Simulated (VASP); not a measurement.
Calculation: PBEsol GGA, VASP's PBE PAW potentials (set 64) (plane waves; VASP 6.6.1).

VASP ran on this input.

KPOINTS:
```
Automatic mesh
0
Gamma
14 14 14
0 0 0
```

INCAR:
```
SYSTEM = Nb
PREC = Accurate
ENCUT = 480
EDIFF = 1E-7
NELM = 100
ALGO = Normal
LREAL = .FALSE.
LASPH = .TRUE.
ISMEAR = 1
SIGMA = 0.1
GGA = PS
LMAXMIX = 4
LWAVE = .FALSE.
LCHARG = .FALSE.
ISIF = 2
```

File POSCAR:
```
Nb
1
   -1.6250784082     1.6250784082     1.6332446314
    1.6250784082    -1.6250784082     1.6332446314
    1.6414108546     1.6414108546    -1.6332446314
Nb
1
Direct
  0.0000000000   0.0000000000   0.0000000000
```

POTCAR, in this order: Nb_sv (PBE.64 set). Program: vasp_std.

Estimate the energy per atom (σ→0), band gap (on the k-mesh).

```
Property                                                    Result
------------------------  ----------------------------------------
energy per atom (σ→0)                              -10946 meV/atom
band gap (on the k-mesh)  none (metal, semimetal or under 0.01 eV)
```

**OSZICAR**
```
...
DAV:   7    -0.109422963897E+02    0.51408E-01   -0.24044E-01 13404   0.629E+00    0.933E-01
DAV:   8    -0.109463275618E+02   -0.40312E-02   -0.12776E-02  9808   0.169E+00    0.564E-02
DAV:   9    -0.109463549138E+02   -0.27352E-04   -0.94939E-04 14528   0.355E-01    0.384E-02
DAV:  10    -0.109463695729E+02   -0.14659E-04   -0.28200E-05 10186   0.758E-02    0.122E-02
DAV:  11    -0.109463638963E+02    0.56766E-05   -0.50190E-06 11186   0.390E-02    0.559E-03
DAV:  12    -0.109463637930E+02    0.10330E-06   -0.50282E-07  9742   0.139E-02    0.116E-03
DAV:  13    -0.109463637083E+02    0.84736E-07   -0.18234E-08  5074   0.217E-03
   1 F= -.10946364E+02 E0= -.10946456E+02  d E =0.277903E-03
```

The compound is Nb in the bcc structure. This cell was strained or had an atom moved on purpose.
